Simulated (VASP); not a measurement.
Output of a VASP run:

File OSZICAR:
```
       N       E                     dE             d eps       ncg     rms          rms(c)
DAV:   1     0.444126222692E+03    0.44413E+03   -0.27481E+04   344   0.138E+03
DAV:   2     0.234636510751E+02   -0.42066E+03   -0.41057E+03   363   0.336E+02
DAV:   3    -0.197571376212E+02   -0.43221E+02   -0.42856E+02   394   0.111E+02
DAV:   4    -0.209974802961E+02   -0.12403E+01   -0.12384E+01   394   0.171E+01
DAV:   5    -0.210271445627E+02   -0.29664E-01   -0.29662E-01   418   0.252E+00    0.938E+00
DAV:   6    -0.202770902584E+02    0.75005E+00   -0.24284E+00   429   0.223E+01    0.731E+00
DAV:   7    -0.202517692712E+02    0.25321E-01   -0.96164E-01   378   0.535E+00    0.305E+00
DAV:   8    -0.202540362048E+02   -0.22669E-02   -0.34678E-02   378   0.143E+00    0.102E+00
DAV:   9    -0.202540095244E+02    0.26680E-04   -0.55933E-03   402   0.645E-01    0.394E-01
DAV:  10    -0.202542867137E+02   -0.27719E-03   -0.21100E-03   418   0.279E-01    0.105E-01
DAV:  11    -0.202544083990E+02   -0.12169E-03   -0.25313E-04   386   0.100E-01    0.266E-02
DAV:  12    -0.202544325626E+02   -0.24164E-04   -0.31185E-05   378   0.370E-02    0.112E-02
DAV:  13    -0.202544458887E+02   -0.13326E-04   -0.25301E-05   375   0.186E-02    0.406E-03
DAV:  14    -0.202544466117E+02   -0.72298E-06   -0.37551E-07   261   0.409E-03
   1 F= -.20254447E+02 E0= -.20254447E+02  d E =-.260739E-11
```

**OUTCAR**
```
------------------------ aborting loop because EDIFF is reached ----------------------------------------
  FORCE on cell =-STRESS in cart. coord.  units (eV):
  Direction    XX          YY          ZZ          XY          YZ          ZX
  --------------------------------------------------------------------------------------
  Total       -0.0279271     -0.0279271     -0.0279271     -0.0000000     -0.0000000     -0.0000000
  in kB       -0.1801978     -0.1801978     -0.1801978     -0.0000000     -0.0000000     -0.0000000
  external PRESSURE =      -0.1801978 kB  Pullay stress =       0.0000000 kB
  volume of cell :      248.31
      direct lattice vectors                 reciprocal lattice vectors
     6.285346234  0.000000000  0.000000000     0.159100225  0.000000000  0.000000000
     0.000000000  6.285346234  0.000000000     0.000000000  0.159100225  0.000000000
     0.000000000  0.000000000  6.285346234     0.000000000  0.000000000  0.159100225
 POSITION                                       TOTAL-FORCE (eV/Angst)
 -----------------------------------------------------------------------------------
      0.00000      0.00000      0.00000         0.000000      0.000000     -0.000000
      3.14267      3.14267      0.00000         0.000000     -0.000000     -0.000000
      3.14267      0.00000      3.14267         0.000000     -0.000000     -0.000000
      1.63228      1.51040      1.51040        -0.006847      0.006847      0.006847
      4.65307      4.77495      1.51040         0.006847     -0.006847      0.006847
      4.65307      1.51040      4.77495         0.006847      0.006847     -0.006847
      1.63228      4.77495      4.77495        -0.006847     -0.006847     -0.006847
      0.00000      3.14267      3.14267        -0.000000     -0.000000     -0.000000
 -----------------------------------------------------------------------------------
    total drift:                               -0.000000     -0.000000     -0.000000
  FREE ENERGIE OF THE ION-ELECTRON SYSTEM (eV)
  ---------------------------------------------------
  free  energy   TOTEN  =       -20.2544466117 eV

  energy  without entropy=      -20.2544466117  energy(sigma->0) =      -20.25444661
```
(Selected blocks of OUTCAR.)

POSCAR:
```
CdZn3Te4
1
    6.2853462339     0.0000000000     0.0000000000
   -0.0000000000     6.2853462339    -0.0000000000
    0.0000000000    -0.0000000000     6.2853462339
Zn Te Cd
3 4 1
Direct
  0.0000000000   0.0000000000   0.0000000000
  0.5000000000   0.5000000000   0.0000000000
  0.5000000000   0.0000000000   0.5000000000
  0.2596957930   0.2403042070   0.2403042070
  0.7403042070   0.7596957930   0.2403042070
  0.7403042070   0.2403042070   0.7596957930
  0.2596957930   0.7596957930   0.7596957930
  0.0000000000   0.5000000000   0.5000000000
```

Task: Reconstruct the remaining input files.

Result: This is not unique; one that fits is the input of the run itself, PBE GGA, plane waves, VASP's PBE PAW potentials (set 64).

File KPOINTS:
```
K-points
0
G
 3 3 3
0 0 0
```

### INCAR
```
SYSTEM = CdZn3Te4
PREC = Accurate
ENCUT = 400
EDIFF = 1E-6
NELM = 100
ALGO = Normal
LREAL = .FALSE.
LASPH = .TRUE.
ISMEAR = 0
SIGMA = 0.05
GGA = PE
LMAXMIX = 4
LWAVE = .FALSE.
LCHARG = .TRUE.
```

POTCAR, in this order: Zn Te Cd (PBE.64 set). Program: vasp_std.

The structure was generated: CdZn3Te4 was put into an ordered model structure (P-43m), which need not be its known phase. It was relaxed first.
